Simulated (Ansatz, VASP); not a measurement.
# Two plane-wave programs on Re3F

Contents of INCAR:

```
  PREC = Accurate
  ENCUT = 600
  EDIFF = 1E-6
  ISMEAR = 0
  SIGMA = 0.1
  LREAL = False
  LASPH = True
  NELM = 100
  ALGO = Normal
  ISIF = 3
  LWAVE = False
  LCHARG = False
  GGA = PE
  IBRION = 2
  NSW = 90
  EDIFFG = -0.04
```

The input KPOINTS:

```
regular mesh
0
Gamma
  6 6 6
```

POSCAR

```
Re3F
1.0
   -1.8205154859      1.8205154859      4.0666060205
    1.8205154859     -1.8205154859      4.0666060205
    1.8205154859      1.8205154859     -4.0666060205
Re F
3 1
Direct
    0.5000000000      0.5000000000      0.0000000000
    0.2500000000      0.7500000000      0.5000000000
    0.7500000000      0.2500000000      0.5000000000
    0.0000000000      0.0000000000      0.0000000000
```

Input for Ansatz:

```yaml
crystal:
  lattice:
    - [-1.8205154859, 1.8205154859, 4.0666060205]
    - [1.8205154859, -1.8205154859, 4.0666060205]
    - [1.8205154859, 1.8205154859, -4.0666060205]
  atoms:
    - { symbol: Re, position: [0.5, 0.5, 0.0] }
    - { symbol: Re, position: [0.25, 0.75, 0.5] }
    - { symbol: Re, position: [0.75, 0.25, 0.5] }
    - { symbol: F, position: [0.0, 0.0, 0.0] }
basis:
  ecutwfc: 420
kpoints:
  mp_grid: { grid: [6, 6, 6] }
hamiltonian:
  xc: pbe
scf:
  occupations: { method: gaussian, width: 0.1 }
  lower_state_search: "off"
output:
  forces: true
  stress: true
  eigenvalues: true
relax:
  adjacent_minimum: "off"
  f_tol: 0.04
  max_steps: 70
  cell: { stress_tol: 0.4 }
```

Alike in both runs: task relaxation of cell and atoms; functional PBE; k mesh 6 × 6 × 6; occupations gaussian, width 0.1 eV; no spin polarisation.

|  | VASP | Ansatz |
| --- | --- | --- |
| version | VASP 6.6.1 | Ansatz 0.2.0 |
| potentials or method | VASP PAW PBE potentials, release 64 (Re, F) | scalar-relativistic, plane waves, PAW |
| plane-wave cutoff (eV) | 600 | 420 |
| valence electrons in the cell | 28 | 52 |

|  | VASP | Ansatz | Ansatz less VASP |
| --- | --- | --- | --- |
| gap on the k mesh at the Fermi level, each at its own relaxed structure (eV) | none | none | - |
| relaxed volume (Å³/atom) | 14.04 | 14.11 | +0.072 |
| relaxed cell length with the largest relative difference (Å) | 4.300 | 4.306 | +0.0063 |
| energy change over the relaxation (meV/atom) | -411 | -417 | -6.0 |

A gap of «none» marks a metal or a gap that the smearing closes. The two sets of potentials don't hold the same shells in valence.

Caveats: the k mesh is coarse (spacing up to 0.41 Å⁻¹), so the values aren't converged. The runs have no spin-orbit coupling, so splittings on Re are missing.
